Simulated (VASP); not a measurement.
Shape and ions are relaxed at each volume.

Energy against volume of NiSb (NiAs type). Calculation: PBE GGA with D3 dispersion (Becke-Johnson damping), VASP's PBE PAW potentials (set 64) (plane waves; VASP 6.6.1).

```tsv
V (Å³/atom)	E (eV/atom)
15.938	-5.58363
16.447	-5.60336
16.955	-5.60901
17.464	-5.60300
17.972	-5.58727
```

### Question
Fit a third-order Birch-Murnaghan equation of state.

### Answer

```yaml
volume_per_atom: 16.93 Å³/atom
bulk_modulus: 123 GPa
pressure_derivative_of_the_bulk_modulus: 5.17
```

The compound is NiSb in the NiAs type structure. It was relaxed first. The run is not spin-polarised, so no magnetic state was tried.
